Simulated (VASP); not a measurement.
# InSe: zone-centre modes, functional by functional, part 2 of 3

Aim: the vibrations of InSe at the zone centre, at several levels of theory. The starting structure is a computed structure from the Materials Project.

VASP 6.6.1.

## 2. Modes with LDA (continued)

Level of this step: LDA; plane waves and PAW (In_d, Se) (VASP).

OUTCAR, selected parts (step 2):

```text
ion  position               nearest neighbor table
   1  0.333  0.667  0.167-   7 2.62   7 2.62   7 2.62   4 2.74
   2  0.667  0.333  0.667-   8 2.62   8 2.62   8 2.62   3 2.74
   3  0.667  0.333  0.833-   5 2.62   5 2.62   5 2.62   2 2.74
   4  0.333  0.667  0.333-   6 2.62   6 2.62   6 2.62   1 2.74
   5  0.333  0.667  0.911-   3 2.62   3 2.62   3 2.62
   6  0.667  0.333  0.411-   4 2.62   4 2.62   4 2.62
   7  0.667  0.333  0.089-   1 2.62   1 2.62   1 2.62
   8  0.333  0.667  0.589-   2 2.62   2 2.62   2 2.62

  LATTYP: Found a hexagonal cell.
 ALAT       =     3.9713000623
 C/A-ratio  =     4.1437397574

 Subroutine GETGRP returns: Found 24 space group operations
 (whereof 12 operations were pure point group operations)

The static configuration has the point symmetry D_3d.
 The point group associated with its full space group is D_6h.

 Found     14 irreducible k-points:

   k-points           NKPTS =     14   k-points in BZ     NKDIM =     14   number of bands    NBANDS=     47

   dimension x,y,z NGX =    28 NGY =   28 NGZ =  120
   dimension x,y,z NGXF=    56 NGYF=   56 NGZF=  240

   ENCUT  =  450.0 eV  33.07 Ry    5.75 a.u.   6.87  6.87 28.46*2*pi/ulx,y,z

   NELECT =      76.0000    total number of electrons

 k-points in reciprocal lattice and weights: Automatic mesh
   0.00000000  0.00000000  0.00000000       0.014
   0.16666667 -0.00000000  0.00000000       0.083
   0.33333333 -0.00000000  0.00000000       0.083
   0.50000000 -0.00000000  0.00000000       0.042
   0.16666667  0.16666667  0.00000000       0.083
   0.33333333  0.16666667  0.00000000       0.167
   0.33333333  0.33333333  0.00000000       0.028
   0.00000000  0.00000000  0.50000000       0.014
   0.16666667 -0.00000000  0.50000000       0.083
[...]
0.33333333  0.16666667  0.50000000       0.167
   0.33333333  0.33333333  0.50000000       0.028

 average (electrostatic) potential at core
       1 -96.3345       2 -96.3200       3 -96.3445       4 -96.3320       5 -60.0114
       6 -59.9912       7 -59.9939       8 -59.9801

 E-fermi :   4.5009

 k-point     1 :       0.0000    0.0000    0.0000
  band No.  band energies     occupation
    ...
     34       3.1465      2.00000
     35       3.1465      2.00000
     36       3.2370      2.00000
     37       3.2370      2.00000
     38       4.3715      2.00000
     39       4.6442      0.00000
     40       6.0971      0.00000
     41       6.3720      0.00000
     42       6.4096      0.00000
     43       8.4834      0.00000
    ...

 k-point     2 :       0.1667   -0.0000    0.0000
  band No.  band energies     occupation
    ...
     34       2.6604      2.00000
     35       2.8388      2.00000
     36       2.9727      2.00000
     37       3.1887      2.00000
     38       4.1228      2.00000
     39       5.9724      0.00000
     40       6.5284      0.00000
     41       6.8479      0.00000
     42       7.2033      0.00000
     43       7.8579      0.00000
    ...

 k-point     3 :       0.3333   -0.0000    0.0000
  band No.  band energies     occupation
    ...
     34       2.3016      2.00000
     35       2.3921      2.00000
     36       2.4985      2.00000
     37       3.0262      2.00000
     38       3.2727      2.00000
     39       5.6240      0.00000
     40       5.9027      0.00000
     41       6.4253      0.00000
     42       6.4377      0.00000
     43       7.7157      0.00000
    ...

  Total        0.1269829      0.1269829      0.1352658      0.0000000     -0.0000000      0.0000000
  in kB        0.9051793      0.9051793      0.9642226      0.0000000     -0.0000000      0.0000000
  external PRESSURE =       0.9248604 kB  Pullay stress =       0.0000000 kB

  energy-cutoff  :      450.00
  volume of cell :      224.76
      direct lattice vectors                 reciprocal lattice vectors
     3.971300062  0.000000000  0.000000000     0.251806709  0.145380671  0.000000000
    -1.985650031  3.439246740  0.000000000     0.000000000  0.290761343  0.000000000
     0.000000000  0.000000000 16.456033957     0.000000000  0.000000000  0.060767984

 POSITION                                       TOTAL-FORCE (eV/Angst)
 -----------------------------------------------------------------------------------
     -0.00000      2.29283      2.74159        -0.000000      0.000000      0.000983
      1.98565      1.14642     10.96960         0.000000     -0.000000      0.000186
      1.98565      1.14642     13.71445        -0.000000      0.000000     -0.097090
     -0.00000      2.29283      5.48643        -0.000000      0.000000      0.001434
     -0.00000      2.29283     14.97166        -0.000000      0.000000      0.104981
      1.98565      1.14642      6.75865        -0.000000      0.000000     -0.000777
      1.98565      1.14642      1.46937         0.000000     -0.000000     -0.006197
     -0.00000      2.29283      9.69739         0.000000      0.000000     -0.003521
 -----------------------------------------------------------------------------------
    total drift:                                0.000000      0.000000     -0.000340

  FREE ENERGIE OF THE ION-ELECTRON SYSTEM (eV)
  ---------------------------------------------------
  free  energy   TOTEN  =       -33.3147925872 eV

  energy  without entropy=      -33.3147925872  energy(sigma->0) =      -33.31479259

 Eigenvectors and eigenvalues of the dynamical matrix
 ----------------------------------------------------

   1 f  =    6.861669 THz    43.113136 2PiTHz  228.880630 cm-1    28.377569 meV
             X         Y         Z           dx          dy          dz
     -0.000000  2.292831  2.741586    -0.000000   -0.000000    0.419732
      1.985650  1.146416 10.969603     0.000000    0.000000   -0.419732
      1.985650  1.146416 13.714448     0.000000    0.000000    0.419732
     -0.000000  2.292831  5.486431    -0.000000   -0.000000   -0.419732
     -0.000000  2.292831 14.986664    -0.000000   -0.000000   -0.271707
      1.985650  1.146416  6.758648     0.000000    0.000000    0.271707
      1.985650  1.146416  1.469369     0.000000   -0.000000   -0.271707
     -0.000000  2.292831  9.697386    -0.000000   -0.000000    0.271707

   2 f  =    6.835253 THz    42.947163 2PiTHz  227.999506 cm-1    28.268323 meV
             X         Y         Z           dx          dy          dz
     -0.000000  2.292831  2.741586    -0.000000   -0.000000    0.417741
      1.985650  1.146416 10.969603    -0.000000   -0.000000    0.417741
      1.985650  1.146416 13.714448    -0.000000   -0.000000   -0.417741
     -0.000000  2.292831  5.486431    -0.000000   -0.000000   -0.417741
     -0.000000  2.292831 14.986664     0.000000    0.000000    0.274759
      1.985650  1.146416  6.758648    -0.000000    0.000000    0.274759
      1.985650  1.146416  1.469369     0.000000   -0.000000   -0.274759
     -0.000000  2.292831  9.697386     0.000000    0.000000   -0.274759

   3 f  =    5.989631 THz    37.633961 2PiTHz  199.792580 cm-1    24.771112 meV
             X         Y         Z           dx          dy          dz
     -0.000000  2.292831  2.741586     0.000000    0.000000    0.311565
      1.985650  1.146416 10.969603    -0.000000   -0.000000   -0.311565
      1.985650  1.146416 13.714448    -0.000000    0.000000   -0.311565
     -0.000000  2.292831  5.486431     0.000000   -0.000000    0.311565
     -0.000000  2.292831 14.986664     0.000000    0.000000    0.391059
      1.985650  1.146416  6.758648    -0.000000    0.000000   -0.391059
      1.985650  1.146416  1.469369    -0.000000   -0.000000   -0.391059
     -0.000000  2.292831  9.697386     0.000000    0.000000    0.391059

   4 f  =    5.730591 THz    36.006366 2PiTHz  191.151944 cm-1    23.699810 meV
             X         Y         Z           dx          dy          dz
     -0.000000  2.292831  2.741586    -0.000000   -0.000000   -0.318971
      1.985650  1.146416 10.969603    -0.000000    0.000000   -0.318971
      1.985650  1.146416 13.714448    -0.000000   -0.000000   -0.318971
     -0.000000  2.292831  5.486431    -0.000000    0.000000   -0.318971
     -0.000000  2.292831 14.986664     0.000000   -0.000000    0.385042
      1.985650  1.146416  6.758648     0.000000   -0.000000    0.385042
      1.985650  1.146416  1.469369     0.000000    0.000000    0.385042
     -0.000000  2.292831  9.697386     0.000000   -0.000000    0.385042

   5 f  =    5.345559 THz    33.587140 2PiTHz  178.308668 cm-1    22.107447 meV
             X         Y         Z           dx          dy          dz
     -0.000000  2.292831  2.741586    -0.229330   -0.218050   -0.000000
      1.985650  1.146416 10.969603     0.229330    0.218050   -0.000000
      1.985650  1.146416 13.714448     0.229330    0.218050   -0.000000
     -0.000000  2.292831  5.486431    -0.229330   -0.218050   -0.000000
     -0.000000  2.292831 14.986664    -0.280548   -0.266749    0.000000
      1.985650  1.146416  6.758648     0.280548    0.266749   -0.000000
      1.985650  1.146416  1.469369     0.280548    0.266749    0.000000
     -0.000000  2.292831  9.697386    -0.280548   -0.266749    0.000000

   6 f  =    5.345559 THz    33.587140 2PiTHz  178.308668 cm-1    22.107447 meV
             X         Y         Z           dx          dy          dz
     -0.000000  2.292831  2.741586     0.218050   -0.229330   -0.000000
      1.985650  1.146416 10.969603    -0.218050    0.229330    0.000000
      1.985650  1.146416 13.714448    -0.218050    0.229330    0.000000
     -0.000000  2.292831  5.486431     0.218050   -0.229330   -0.000000
     -0.000000  2.292831 14.986664     0.266749   -0.280548   -0.000000
      1.985650  1.146416  6.758648    -0.266749    0.280548    0.000000
      1.985650  1.146416  1.469369    -0.266749    0.280548    0.000000
     -0.000000  2.292831  9.697386     0.266749   -0.280548   -0.000000

   7 f  =    5.343413 THz    33.573656 2PiTHz  178.237083 cm-1    22.098572 meV
             X         Y         Z           dx          dy          dz
     -0.000000  2.292831  2.741586    -0.231406   -0.220023    0.000000
      1.985650  1.146416 10.969603    -0.231406   -0.220023    0.000000
      1.985650  1.146416 13.714448    -0.231406   -0.220023    0.000000
     -0.000000  2.292831  5.486431    -0.231406   -0.220023    0.000000
     -0.000000  2.292831 14.986664     0.278839    0.265123   -0.000000
      1.985650  1.146416  6.758648     0.278839    0.265123   -0.000000
      1.985650  1.146416  1.469369     0.278839    0.265123   -0.000000
     -0.000000  2.292831  9.697386     0.278839    0.265123   -0.000000

   8 f  =    5.343413 THz    33.573656 2PiTHz  178.237083 cm-1    22.098572 meV
             X         Y         Z           dx          dy          dz
     -0.000000  2.292831  2.741586    -0.220023    0.231406    0.000000
      1.985650  1.146416 10.969603    -0.220023    0.231406    0.000000
      1.985650  1.146416 13.714448    -0.220023    0.231406    0.000000
     -0.000000  2.292831  5.486431    -0.220023    0.231406    0.000000
     -0.000000  2.292831 14.986664     0.265123   -0.278839   -0.000000
      1.985650  1.146416  6.758648     0.265123   -0.278839   -0.000000
      1.985650  1.146416  1.469369     0.265123   -0.278839   -0.000000
     -0.000000  2.292831  9.697386     0.265123   -0.278839   -0.000000

   9 f  =    5.229666 THz    32.858959 2PiTHz  174.442872 cm-1    21.628150 meV
             X         Y         Z           dx          dy          dz
     -0.000000  2.292831  2.741586     0.222676    0.211713    0.000000
      1.985650  1.146416 10.969603     0.222676    0.211713   -0.000000
      1.985650  1.146416 13.714448    -0.222676   -0.211713   -0.000000
     -0.000000  2.292831  5.486431    -0.222676   -0.211713   -0.000000
     -0.000000  2.292831 14.986664     0.285869    0.271794    0.000000
      1.985650  1.146416  6.758648     0.285869    0.271794   -0.000000
      1.985650  1.146416  1.469369    -0.285869   -0.271794    0.000000
     -0.000000  2.292831  9.697386    -0.285869   -0.271794    0.000000

  10 f  =    5.229666 THz    32.858959 2PiTHz  174.442872 cm-1    21.628150 meV
             X         Y         Z           dx          dy          dz
     -0.000000  2.292831  2.741586     0.211713   -0.222676    0.000000
      1.985650  1.146416 10.969603     0.211713   -0.222676    0.000000
      1.985650  1.146416 13.714448    -0.211713    0.222676   -0.000000
     -0.000000  2.292831  5.486431    -0.211713    0.222676    0.000000
     -0.000000  2.292831 14.986664     0.271794   -0.285869    0.000000
      1.985650  1.146416  6.758648     0.271794   -0.285869    0.000000
      1.985650  1.146416  1.469369    -0.271794    0.285869    0.000000
     -0.000000  2.292831  9.697386    -0.271794    0.285869    0.000000

  11 f  =    5.228602 THz    32.852276 2PiTHz  174.407391 cm-1    21.623751 meV
             X         Y         Z           dx          dy          dz
     -0.000000  2.292831  2.741586     0.225193    0.214113    0.000000
      1.985650  1.146416 10.969603    -0.225193   -0.214113    0.000000
      1.985650  1.146416 13.714448     0.225193    0.214113   -0.000000
     -0.000000  2.292831  5.486431    -0.225193   -0.214113   -0.000000
    [... 144 further lines ...]
      1.985650  1.146416  6.758648    -0.000000   -0.000000   -0.318971
      1.985650  1.146416  1.469369    -0.000000   -0.000000   -0.318971
     -0.000000  2.292831  9.697386    -0.000000   -0.000000   -0.318971

 ELASTIC MODULI CONTR FROM IONIC RELAXATION (kBar)
 Direction    XX          YY          ZZ          XY          YZ          ZX
 --------------------------------------------------------------------------------
 XX        -352.4628    -87.5379   -172.4505     -0.0000      0.0000     -0.0000
 YY         -87.5379   -352.4628   -172.4505     -0.0000     -0.0000      0.0000
 ZZ        -172.4505   -172.4505   -648.9304     -0.0000     -0.0000      0.0000
 XY          -0.0000     -0.0000     -0.0000   -132.4625      0.0000     -0.0000
 YZ           0.0000     -0.0000     -0.0000      0.0000   -303.9585     -0.0000
 ZX          -0.0000      0.0000      0.0000      0.0000     -0.0000   -303.9580
 --------------------------------------------------------------------------------

 total charge
# of ion       s       p       d       tot
------------------------------------------
    1        0.875   0.707   9.885  11.467
    2        0.875   0.707   9.885  11.467
    3        0.875   0.707   9.885  11.467
    4        0.875   0.707   9.885  11.467
    5        1.478   2.338   0.025   3.841
    6        1.478   2.338   0.025   3.841
    7        1.478   2.338   0.025   3.841
    8        1.478   2.338   0.025   3.841
--------------------------------------------------
tot          9.412  12.180  39.641  61.232

[... 3 further parts left out ...]
```

The last energy, forces, stress and levels in OUTCAR belong to the last displaced cell, not to the cell of POSCAR.

LDA: the zone-centre modes are B1g (2) 199.8, A2u 191.2, A1g 114.1, B2u 107.7, E1g 39.9, E2u 36.9, B1g (1) 34.9, E2g 18.4 cm⁻¹ (levels within 1 cm⁻¹ of another are left out).

## 3. Modes with LDA at the given cell

The atoms were first relaxed in the fixed cell, in a run that isn't shown.

Input file INCAR:

```
SYSTEM = InSe
PREC = Accurate
ENCUT = 450
EDIFF = 1E-08
NELM = 100
ISMEAR = 0
SIGMA = 0.03
LREAL = .FALSE.
ALGO = Normal
GGA = CA
NBANDS = 47
LORBIT = 11
LWAVE = .FALSE.
LCHARG = .FALSE.
KPAR = 8
IBRION = 6
NFREE = 2
POTIM = 0.015
NSW = 1
ISIF = 2
```

Input file POSCAR:

```
InSe
1.0
    4.0417341675      0.0000000000      0.0000000000
   -2.0208670837      3.5002444644      0.0000000000
    0.0000000000      0.0000000000     17.4284434000
In Se
4 4
Direct
    0.3333333333      0.6666666667      0.1706623364
    0.6666666667      0.3333333333      0.6706623364
    0.6666666667      0.3333333333      0.8293376636
    0.3333333333      0.6666666667      0.3293376636
    0.3333333333      0.6666666667      0.9005579401
    0.6666666667      0.3333333333      0.4005579401
    0.6666666667      0.3333333333      0.0994420599
    0.3333333333      0.6666666667      0.5994420599
```

Input file KPOINTS:

```
Automatic mesh
0
Gamma
6 6 2
0 0 0
```

PAW data sets: In_d and Se (LDA family, release 64).

The run is started by

```
> mpirun -np 8 vasp_std
```

The log of the run:

```text
[banner, memory and clock lines left out]
running    8 mpi-ranks, on    1 nodes
[...]
[... a notice as in an earlier step ...]

 LDA part: xc-table for (Slater(with rela. corr.)+CA(PZ))
 , standard interpolation
 POSCAR, INCAR and KPOINTS ok, starting setup
[...]
entering main loop
       N       E                     dE             d eps       ncg     rms          rms(c)
DAV:   1     0.740028940006E+03    0.74003E+03   -0.31252E+04  1316   0.161E+03
DAV:   2     0.778178976747E+02   -0.66221E+03   -0.64297E+03  1316   0.436E+02
DAV:   3    -0.271443312731E+02   -0.10496E+03   -0.10189E+03  1583   0.189E+02
DAV:   4    -0.339471553834E+02   -0.68028E+01   -0.67583E+01  1569   0.484E+01
[...]
DAV:  14    -0.331965740676E+02    0.37503E-06   -0.25386E-06  1865   0.172E-02    0.313E-03
DAV:  15    -0.331965741112E+02   -0.43667E-07   -0.33363E-07  1698   0.321E-03    0.120E-03
DAV:  16    -0.331965741116E+02   -0.32924E-09   -0.51309E-08  1290   0.168E-03
   1 F= -.33196574E+02 E0= -.33196574E+02  d E =-.108183E-15
[... from here on, the cycles between the ionic steps are left out ...]
   2 F= -.33196015E+02 E0= -.33196015E+02  d E =-.121147E-15
   3 F= -.33196015E+02 E0= -.33196015E+02  d E =-.112097E-15
   4 F= -.33195345E+02 E0= -.33195345E+02  d E =-.157371E-16
   5 F= -.33195340E+02 E0= -.33195340E+02  d E =-.156856E-14
   6 F= -.33195992E+02 E0= -.33195992E+02  d E =-.113584E-15
   7 F= -.33195992E+02 E0= -.33195992E+02  d E =-.123909E-15
   8 F= -.33195905E+02 E0= -.33195905E+02  d E =-.434271E-16
   9 F= -.33195843E+02 E0= -.33195843E+02  d E =-.628600E-15
 Finite differences progress:
  Degree of freedom:   4/  4
  Displacement:        2/  2
  Total:               8/  8
```

The job ended after 14 min (8 MPI ranks of AMD EPYC 7571, shared host; peak memory 4.9 GiB; 87 min of CPU time).

From OUTCAR (step 3):

```text
  Total       -2.6553890     -2.6553890     -1.6606956     -0.0000000      0.0000000      0.0000000
  in kB      -17.2549623    -17.2549623    -10.7913527     -0.0000000      0.0000000      0.0000000
  external PRESSURE =     -15.1004258 kB  Pullay stress =       0.0000000 kB

 POSITION                                       TOTAL-FORCE (eV/Angst)
 -----------------------------------------------------------------------------------
     -0.00000      2.33350      2.97438         0.000000      0.000000      0.002316
      2.02087      1.16675     11.68860        -0.000000      0.000000     -0.000133
      2.02087      1.16675     14.45406        -0.000000     -0.000000     -0.091894
     -0.00000      2.33350      5.73984        -0.000000      0.000000      0.000431
     -0.00000      2.33350     15.68032         0.000000     -0.000000      0.095162
      2.02087      1.16675      6.98110         0.000000     -0.000000      0.000411
      2.02087      1.16675      1.73312         0.000000     -0.000000     -0.002943
     -0.00000      2.33350     10.44734         0.000000     -0.000000     -0.003350
 -----------------------------------------------------------------------------------
    total drift:                                0.000000      0.000000     -0.000152

  FREE ENERGIE OF THE ION-ELECTRON SYSTEM (eV)
  ---------------------------------------------------
  free  energy   TOTEN  =       -33.1958428632 eV

  energy  without entropy=      -33.1958428632  energy(sigma->0) =      -33.19584286

[... 1 part as in an earlier step ...]

[... 2 further parts left out ...]
[key lines of the parts left out:]
E-fermi :   3.5010
```

The last energy, forces and stress in OUTCAR belong to the last displaced cell, not to that of POSCAR.

With LDA at the given cell the compared modes are at the top B1g (2) 191.6, A2u 185.8 cm⁻¹, at the bottom E2g 2.3, B1g (1) -7.1 cm⁻¹, with 4 more of the listed ones between; B1g (1), real with LDA, turns imaginary. Imaginary, given as negative numbers: B1g (1).

[end of part 2 of 3]

[Lines on the potential files, build, host, timing and source positions are cut from VASP's logs without a mark.]

[Logs are printed without paths, hosts, clocks, repeated set-up lines and the standing remarks that a program may print on its own settings, such as how far it seeks lower states.]

[Hosts, paths, dates, database ids (printed as entryN), source tags and the programs' standing remarks are cut or masked in the printed files.]
